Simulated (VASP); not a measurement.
```
CELL_PARAMETERS angstrom
      0.00000     1.72671     1.72671
      1.72671     0.00000     1.72671
      1.72671     1.72671     0.00000
ATOMIC_POSITIONS crystal
  Cu 0.00000 0.00000 0.00000
```

Calculation: LDA (Ceperley-Alder, Perdew-Zunger), VASP's LDA PAW potentials (set 64) (plane waves; VASP 6.6.1). Run with 520 eV cut-off, 18×18×18 Γ-centred mesh, first-order Methfessel-Paxton smearing of 0.10 eV, potentials Cu.

Question: Give the stress tensor in GPa (positive for a compressed cell).

Answer: 
```
13.02   0.00   0.00
 0.00  13.02   0.00
 0.00   0.00  13.02
```
The pressure is its mean diagonal, 13.02 GPa.

The compound is Cu in the fcc structure. This cell is one point of a volume scan, at 0.94 of the reference volume.
